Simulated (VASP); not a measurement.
Output of a VASP run:

**OSZICAR**
```
       N       E                     dE             d eps       ncg     rms          rms(c)
DAV:   1     0.995971482658E+02    0.99597E+02   -0.72170E+03   852   0.134E+03
DAV:   2    -0.171599386556E+02   -0.11676E+03   -0.11171E+03   872   0.346E+02
DAV:   3    -0.248331116356E+02   -0.76732E+01   -0.74446E+01  1108   0.884E+01
DAV:   4    -0.251814528904E+02   -0.34834E+00   -0.34780E+00  1040   0.182E+01
DAV:   5    -0.251925207027E+02   -0.11068E-01   -0.11067E-01  1196   0.288E+00    0.189E+01
DAV:   6    -0.204073664808E+02    0.47852E+01   -0.29950E+01   988   0.694E+01    0.685E+00
DAV:   7    -0.198419150306E+02    0.56545E+00   -0.42856E+00   980   0.266E+01    0.497E+00
DAV:   8    -0.197963152673E+02    0.45600E-01   -0.18122E-01   916   0.591E+00    0.243E+00
DAV:   9    -0.197986695420E+02   -0.23543E-02   -0.10340E-01   956   0.369E+00    0.870E-01
DAV:  10    -0.197941691898E+02    0.45004E-02   -0.16370E-02  1012   0.202E+00    0.471E-01
DAV:  11    -0.197933520806E+02    0.81711E-03   -0.61175E-03   928   0.109E+00    0.119E-01
DAV:  12    -0.197932306283E+02    0.12145E-03   -0.61363E-04   888   0.408E-01    0.317E-02
DAV:  13    -0.197932142186E+02    0.16410E-04   -0.40765E-05  1220   0.893E-02    0.809E-03
DAV:  14    -0.197932141665E+02    0.52008E-07   -0.14657E-06   632   0.147E-02
   1 F= -.19793214E+02 E0= -.19787878E+02  d E =-.106727E-01
```

OUTCAR:
```
------------------------ aborting loop because EDIFF is reached ----------------------------------------
  FORCE on cell =-STRESS in cart. coord.  units (eV):
  Direction    XX          YY          ZZ          XY          YZ          ZX
  --------------------------------------------------------------------------------------
  Total       -1.0006427     -1.0006427     -1.0006427      0.0000000      0.0000000     -0.0000000
  in kB      -78.9925116    -78.9925116    -78.9925116      0.0000000      0.0000000     -0.0000000
  external PRESSURE =     -78.9925116 kB  Pullay stress =       0.0000000 kB
  volume of cell :       20.30
      direct lattice vectors                 reciprocal lattice vectors
     0.000000000  2.165000000  2.165000000    -0.230946882  0.230946882  0.230946882
     2.165000000  0.000000000  2.165000000     0.230946882 -0.230946882  0.230946882
     2.165000000  2.165000000  0.000000000     0.230946882  0.230946882 -0.230946882
 POSITION                                       TOTAL-FORCE (eV/Angst)
 -----------------------------------------------------------------------------------
      0.00000      0.00000      0.00000         0.000000     -0.000000      0.000000
      2.16500      2.16500      2.16500        -0.000000      0.000000     -0.000000
 -----------------------------------------------------------------------------------
    total drift:                                0.000000     -0.000000     -0.000000
  FREE ENERGIE OF THE ION-ELECTRON SYSTEM (eV)
  ---------------------------------------------------
  free  energy   TOTEN  =       -19.7932141665 eV

  energy  without entropy=      -19.7825414294  energy(sigma->0) =      -19.78787780
```
(Selected blocks of OUTCAR.)

### POSCAR
```
TiC
1
    0.0000000000     2.1650000000     2.1650000000
    2.1650000000     0.0000000000     2.1650000000
    2.1650000000     2.1650000000     0.0000000000
Ti C
1 1
Direct
  0.0000000000   0.0000000000   0.0000000000
  0.5000000000   0.5000000000   0.5000000000
```

Q: Write an INCAR and KPOINTS that could have produced this output.

A: This is not unique; one that fits is the input of the run itself, PBEsol GGA, plane waves, VASP's PBE PAW potentials (set 64).

### KPOINTS
```
Automatic mesh
0
Gamma
9 9 9
0 0 0
```

**INCAR**
```
ALGO = Normal
EDIFF = 1E-6
ENCUT = 400
GGA = PS
ISIF = 2
ISMEAR = -1
LASPH = T
LCHARG = F
LMAXMIX = 4
LREAL = F
LWAVE = F
NELM = 100
PREC = Accurate
SIGMA = 0.1
SYSTEM = TiC
```

POTCAR, in this order: Ti_sv C (PBE.64 set). Program: vasp_std.

At this cut-off the stress carries a Pulay error, which pulls relaxed volumes low.

The structure is a typed TiC crystal (Fm-3m). The cell was not relaxed at this level.
